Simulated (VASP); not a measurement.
Level of theory: LDA (Ceperley-Alder, Perdew-Zunger), VASP's LDA PAW potentials (set 64) (plane waves; VASP).

VASP ran on this input.

**INCAR**
```
# general
SYSTEM =Tl
PREC   =Accurate
ENCUT  =500
LREAL  =.FALSE.   # projection in real space or not
LASPH  =.TRUE.

# electronic loop
EDIFF  =1E-6
NELM   =100   # most electronic steps
ALGO   =Normal   # blocked Davidson
LMAXMIX=4   # l cut-off of mixed one-centre charges

# smearing
ISMEAR =1
SIGMA  =0.1   # width (eV)

# ions
IBRION =2
NSW    =40   # most ionic steps
ISIF   =3
EDIFFG =-0.02   # ionic stop

# output
LWAVE  =.FALSE.
LCHARG =.FALSE.
```

**KPOINTS**
```
Automatic mesh
0
G
 12 12 7
```

### POSCAR
```
Tl
1
    1.7289588365    -2.9946446514     0.0000000000
    1.7289588365     2.9946446514    -0.0000000000
   -0.0000000000    -0.0000000000     5.3007040873
Tl
2
Direct
  0.3333330000   0.6666670000   0.2500000000
  0.6666670000   0.3333330000   0.7500000000
```

POTCAR, in this order: Tl_d (LDA.64 set). Program: vasp_std.

The run wrote:

### OSZICAR
```
       N       E                     dE             d eps       ncg     rms          rms(c)
DAV:   1     0.123874543708E+03    0.12387E+03   -0.14296E+04  2592   0.141E+03
DAV:   2    -0.393880662762E+01   -0.12781E+03   -0.12636E+03  2773   0.293E+02
DAV:   3    -0.593073255864E+01   -0.19919E+01   -0.19850E+01  2995   0.333E+01
DAV:   4    -0.594168518628E+01   -0.10953E-01   -0.10952E-01  2908   0.254E+00
DAV:   5    -0.594181639639E+01   -0.13121E-03   -0.13121E-03  3006   0.283E-01    0.361E+00
DAV:   6    -0.588190260026E+01    0.59914E-01   -0.11186E-01  2687   0.289E+00    0.248E+00
DAV:   7    -0.587046527591E+01    0.11437E-01   -0.47728E-02  2713   0.185E+00    0.773E-01
DAV:   8    -0.586934035186E+01    0.11249E-02   -0.41444E-03  2766   0.565E-01    0.399E-02
DAV:   9    -0.586934277508E+01   -0.24232E-05   -0.17733E-05  3062   0.403E-02    0.749E-03
DAV:  10    -0.586934248995E+01    0.28514E-06   -0.13345E-06  1752   0.105E-02
   1 F= -.58693425E+01 E0= -.58692817E+01  d E =-.586934E+01
```

**OUTCAR**
```
------------------------ aborting loop because EDIFF is reached ----------------------------------------
  FORCE on cell =-STRESS in cart. coord.  units (eV):
  Direction    XX          YY          ZZ          XY          YZ          ZX
  --------------------------------------------------------------------------------------
  Total       -0.0025033     -0.0025033      0.0121496      0.0000000      0.0000000      0.0000000
  in kB       -0.0730699     -0.0730699      0.3546319      0.0000000      0.0000000      0.0000000
  external PRESSURE =       0.0694974 kB  Pullay stress =       0.0000000 kB
  volume of cell :       54.89
      direct lattice vectors                 reciprocal lattice vectors
     1.728958836 -2.994644651  0.000000000     0.289191385 -0.166964718  0.000000000
     1.728958836  2.994644651  0.000000000     0.289191385  0.166964718  0.000000000
     0.000000000  0.000000000  5.300704087     0.000000000  0.000000000  0.188654183
 POSITION                                       TOTAL-FORCE (eV/Angst)
 -----------------------------------------------------------------------------------
      1.72896      0.99822      1.32518         0.000000     -0.000000      0.000000
      1.72896     -0.99822      3.97553         0.000000      0.000000      0.000000
 -----------------------------------------------------------------------------------
    total drift:                                0.000013      0.000449      0.000010
  FREE ENERGIE OF THE ION-ELECTRON SYSTEM (eV)
  ---------------------------------------------------
  free  energy   TOTEN  =        -5.8693424899 eV

  energy  without entropy=       -5.8691601217  energy(sigma->0) =       -5.86928170

 reached required accuracy - stopping structural energy minimisation
```
(Selected blocks of OUTCAR.)

The compound is Tl in the hcp structure. It was relaxed first.
